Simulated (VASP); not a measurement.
Consider the following.

```yaml
crystal:
  lattice:
    - [1.90977, -3.30783, 0.02865]
    - [1.90977, 3.30783, 0.02865]
    - [0.09385, 0.00000, 6.25656]
  atoms:
    - { symbol: Sn, position: [0.00000, 0.00000, 0.00000] }
    - { symbol: Se, position: [0.32313, 0.65644, 0.25386] }
    - { symbol: Se, position: [0.67687, 0.34356, 0.74614] }
```

Calculation: PBEsol GGA, VASP's PBE PAW potentials (set 64) (plane waves; VASP). Numerical set-up: 480 eV cut-off, 6×6×4 Γ-centred mesh, Gaussian smearing of 0.050 eV, potentials Sn_d Se.

Without a dispersion term in the relaxation, distances and binding between the weakly bound layers, chains or molecules are unreliable, and so is what depends on them.

Task: Estimate the energy per atom (σ→0).

Result: 
The energy per atom (σ→0) is -4.323 eV/atom.

The compound is SnSe2 in the 1T layered structure. This cell was strained or had an atom moved on purpose. Symmetry was kept, so distortions that lower it aren't found.
